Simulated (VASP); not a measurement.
An input for Quantum ESPRESSO's pw.x (written as the equivalent of a VASP run, and not itself run):

```
&CONTROL
  calculation = 'vc-relax'
  pseudo_dir = './pseudo'
  outdir = './out'
  tprnfor = .true.
  tstress = .true.
  nstep = 60
  forc_conv_thr = 0.00039
/
&SYSTEM
  ibrav = 0
  nat = 2
  ntyp = 2
  ecutwfc = 88
  occupations = 'smearing'
  smearing = 'gaussian'
  degauss = 0.003675
  input_dft = 'vdw-df-obk8'
/
&ELECTRONS
  conv_thr = 7.3e-08
  electron_maxstep = 100
/
&IONS
/
&CELL
/
ATOMIC_SPECIES
  Na 22.990 Na.upf
  I 126.904 I.upf
CELL_PARAMETERS angstrom
     0.0000000    3.2350000    3.2350000
     3.2350000    0.0000000    3.2350000
     3.2350000    3.2350000    0.0000000
ATOMIC_POSITIONS crystal
  Na   0.0000000  0.0000000  0.0000000
  I    0.5000000  0.5000000  0.5000000
K_POINTS automatic
  7 7 7 0 0 0
```

Task: Translate this input to VASP (INCAR, KPOINTS, POSCAR, choice of POTCAR).

Result: This is not unique; one that fits is 
INCAR:
```
! general
SYSTEM    =  NaI
PREC      =  Accurate
ENCUT     =  520
LREAL     =  .FALSE.
LASPH     =  .TRUE.

! electronic loop
EDIFF     =  1E-6
NELM      =  100
ALGO      =  Normal
LMAXMIX   =  4

! smearing
ISMEAR    =  0
SIGMA     =  0.05

! functional
GGA       =  BO
LUSE_VDW  =  .TRUE.
AGGAC     =  0.0
PARAM1    =  0.1833333333
PARAM2    =  0.22

! ions
IBRION    =  2
NSW       =  60
ISIF      =  3
EDIFFG    =  -0.01

! output
LWAVE     =  .FALSE.
LCHARG    =  .FALSE.
```

File KPOINTS:
```
Automatic mesh
0
Gamma
7 7 7
0 0 0
```

**POSCAR**
```
NaI
1
    0.0000000000     3.2350000000     3.2350000000
    3.2350000000     0.0000000000     3.2350000000
    3.2350000000     3.2350000000     0.0000000000
Na I
1 1
Direct
  0.0000000000   0.0000000000   0.0000000000
  0.5000000000   0.5000000000   0.5000000000
```

POTCAR, in this order: Na_pv I (PBE.64 set). Program: vasp_std.

What does not carry over: the potentials are each code's own (VASP's PAW set, PseudoDojo norm-conserving files in pw.x), so ENCUT and ecutwfc are chosen apart and not converted; conv_thr bounds pw.x's estimated SCF error, while EDIFF bounds the energy change between steps; forc_conv_thr acts on force components and is met together with etot_conv_thr.

The compound is NaI in the rock salt structure. This run relaxes it. Symmetry was kept, so distortions that lower it aren't found.
